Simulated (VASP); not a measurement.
ScIr3C, 5 atoms in the cell. Symmetry: Pm-3m, No. 221, cubic system. The conventional cell has a = 4.685 Å, b = 4.685 Å, c = 4.685 Å, α = 90.00°, β = 90.00°, γ = 90.00°. Around Sc (site symmetry m-3m) lie 6 Ir at 2.34 Å. Ir (site symmetry 4/mmm) has 2 Sc at 2.34 Å as nearest neighbours. C (site symmetry m-3m) has 12 Ir at 3.31 Å as nearest neighbours. The cell comes from a database or a generator and needn't be the stable form of this composition.

```yaml
Program: VASP 6.6.1
Task: single point
Functional: PBE
Potentials_or_basis: VASP PAW PBE potentials, release 64 (Sc_sv, Ir, C)
Cutoff: 520 eV
k_mesh: 5 × 5 × 5
Occupations: fermi-dirac, width 0.1 eV
Spin: no spin polarisation
Dipole_correction: no
Further_INCAR_settings: ALGO = Fast; EDIFF = 1e-07; NBANDS = 29
```

Potentials or basis: VASP PAW PBE potentials, release 64 (Sc_sv, Ir, C).

The run is started by

```console
$ cat potpaw_PBE.64/Sc_sv/POTCAR potpaw_PBE.64/Ir/POTCAR potpaw_PBE.64/C/POTCAR > POTCAR
$ mpirun -np 1 vasp_std > vasp.out
```

Hardware: 1 thread of Intel(R) Xeon(R) 6975P-C (Granite Rapids) (shared host).

**Question.** How long does it take, and how much memory?

**Answer.** Wall time 19 s on 1 thread of Intel(R) Xeon(R) 6975P-C (Granite Rapids), on a shared host, peak memory 0.21 GiB. Counts: scf iterations 18, k points 10.
